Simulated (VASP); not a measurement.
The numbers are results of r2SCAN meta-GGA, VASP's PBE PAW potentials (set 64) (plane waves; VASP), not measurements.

The input files of a VASP run:

File POSCAR:
```
FeAl(110) slab
1
    2.8399035830     0.0000000000     0.0000000000
    0.0000000000     4.0162297076     0.0000000000
    0.0000000000     0.0000000000    24.6792539958
Al Fe
5 5
Direct
  0.5000000000   0.0000000000   0.3368520755
  0.5000000000   0.5000000000   0.4187141635
  0.5000000000   0.0000000000   0.5000000000
  0.5000000000   0.5000000000   0.5812858365
  0.5000000000   0.0000000000   0.6631479245
  0.0000000000   0.5000000000   0.3377874682
  1.0000000000   1.0000000000   0.4187806423
  0.0000000000   0.5000000000   0.5000000000
  0.0000000000   0.0000000000   0.5812193577
  0.0000000000   0.5000000000   0.6622125318
```

### KPOINTS
```
Automatic
0
gamma
  10 7 1
0 0 0
```

INCAR:
```
SYSTEM = FeAl(110) slab
PREC = Normal
LCHARG = F
LDIPOL = T
SIGMA = 0.1   ! width (eV)
METAGGA = R2SCAN
NELM = 100   ! most electronic steps
DIPOL = 0.5 0.5 0.5
ISMEAR = 1   ! Methfessel-Paxton
LMIXTAU = T
ALGO = Normal   ! blocked Davidson
EDIFF = 1E-6   ! SCF stop (eV)
LMAXMIX = 4   ! l cut-off of mixed one-centre charges
LREAL = F
LORBIT = 11   ! lm-projected
LWAVE = F
IDIPOL = 3
LVHAR = T
ENCUT = 400   ! plane-wave cut-off (eV)
LASPH = T   ! aspherical one-centre terms
NELMIN = 4
```

POTCAR, in this order: Al Fe (PBE.64 set). Program: vasp_std. Read from the step before: WAVECAR.

The resulting files:

**OUTCAR**
```
 ion  position               nearest neighbor table
   1  0.500  0.000  0.337-   6 2.46   6 2.46   6 2.46   6 2.46   7 2.47   7 2.47   2 2.85   2 2.85
  LATTYP: Found a simple orthorhombic cell.
 ALAT       =     2.8399035830
 B/A-ratio  =     1.4142134020
 C/A-ratio  =     8.6901731959
 Subroutine PRICEL returns:
 Original cell was already a primitive cell.
 Subroutine GETGRP returns: Found  8 space group operations
The static configuration has the point symmetry D_2h.
The dynamic configuration has the point symmetry D_2h.
 Subroutine INISYM returns: Found  8 space group operations
 Subroutine IBZKPT returns following result:
 Found     24 irreducible k-points:

 Following reciprocal coordinates:
            Coordinates               Weight
  0.000000  0.000000  0.000000      1.000000
  0.100000  0.000000  0.000000      2.000000
  0.200000  0.000000  0.000000      2.000000
  0.300000  0.000000  0.000000      2.000000
  0.400000  0.000000  0.000000      2.000000
  0.500000  0.000000  0.000000      1.000000
  0.000000  0.142857  0.000000      2.000000
  0.100000  0.142857  0.000000      4.000000
...
```

**OSZICAR**
```
       N       E                     dE             d eps       ncg     rms          rms(c)
DAV:   1    -0.102686590424E+03   -0.10269E+03   -0.41152E-03  2976   0.578E-01    0.524E-01
DAV:   2    -0.102922303046E+03   -0.23571E+00   -0.12276E+00  2944   0.107E+01    0.782E+00
DAV:   3    -0.102684177287E+03    0.23813E+00   -0.82759E-01  2991   0.101E+01    0.638E-01
DAV:   4    -0.102685266248E+03   -0.10890E-02   -0.17804E-02  2484   0.151E+00    0.160E-01
DAV:   5    -0.102685633996E+03   -0.36775E-03   -0.12453E-03  2304   0.419E-01    0.491E-02
DAV:   6    -0.102685661920E+03   -0.27924E-04   -0.11763E-04  2147   0.127E-01    0.106E-02
DAV:   7    -0.102685654199E+03    0.77214E-05   -0.87861E-06  1942   0.300E-02    0.890E-03
DAV:   8    -0.102685658871E+03   -0.46727E-05   -0.64050E-07  1066   0.939E-03    0.778E-03
DAV:   9    -0.102685660483E+03   -0.16115E-05   -0.13821E-06  1134   0.123E-02    0.321E-03
DAV:  10    -0.102685661194E+03   -0.71141E-06   -0.15745E-06  1197   0.134E-02
   1 F= -.10268566E+03 E0= -.10268442E+03  d E =-.372878E-02
```

File OUTCAR:
```
------------------------ aborting loop because EDIFF is reached ----------------------------------------
  FORCE on cell =-STRESS in cart. coord.  units (eV):
  Direction    XX          YY          ZZ          XY          YZ          ZX
  --------------------------------------------------------------------------------------
  Total       -3.9268322     -3.9375795     -0.3714872      0.0000000      0.0000000      0.0000000
  in kB      -22.3510924    -22.4122652     -2.1144640      0.0000000      0.0000000      0.0000000
  external PRESSURE =     -15.6259405 kB  Pullay stress =       0.0000000 kB
  volume of cell :      281.48
      direct lattice vectors                 reciprocal lattice vectors
     2.839903583  0.000000000  0.000000000     0.352124631  0.000000000  0.000000000
     0.000000000  4.016229708  0.000000000     0.000000000  0.248989742  0.000000000
     0.000000000  0.000000000 24.679253996     0.000000000  0.000000000  0.040519863
 POSITION                                       TOTAL-FORCE (eV/Angst)
 -----------------------------------------------------------------------------------
      1.41995      0.00000      8.31326         0.000000      0.000000      0.004494
      1.41995      2.00811     10.33355         0.000000      0.000000      0.025722
      1.41995      0.00000     12.33963         0.000000      0.000000      0.000000
      1.41995      2.00811     14.34570         0.000000     -0.000000     -0.025722
      1.41995      0.00000     16.36600         0.000000      0.000000     -0.004494
      0.00000      2.00811      8.33634         0.000000      0.000000      0.012034
      0.00000      0.00000     10.33519        -0.000000      0.000000     -0.017117
      0.00000      2.00811     12.33963         0.000000      0.000000      0.000000
      0.00000      0.00000     14.34406         0.000000     -0.000000      0.017117
      0.00000      2.00811     16.34291         0.000000      0.000000     -0.012034
 -----------------------------------------------------------------------------------
    total drift:                               -0.000000     -0.000000      0.000000
  FREE ENERGIE OF THE ION-ELECTRON SYSTEM (eV)
  ---------------------------------------------------
  free  energy   TOTEN  =      -102.6856611943 eV

  energy  without entropy=     -102.6819324116  energy(sigma->0) =     -102.68441827

 total charge

# of ion       s       p       d       tot
------------------------------------------
    1        0.431   0.420   0.000   0.851
    2        0.404   0.466   0.000   0.870
    3        0.402   0.466   0.000   0.868
    4        0.404   0.466   0.000   0.870
    5        0.431   0.420   0.000   0.851
    6        0.427   0.430   6.437   7.294
    7        0.453   0.542   6.507   7.503
    8        0.454   0.556   6.503   7.513
    9        0.453   0.542   6.507   7.503
   10        0.427   0.430   6.437   7.294
--------------------------------------------------
tot          4.287   4.739  32.393  41.419
```
(Selected blocks of OUTCAR.)

The cell is a thin slab with vacuum, built from FeAl (CsCl type): (110) face. The run is not spin-polarised, so no magnetic state was tried.
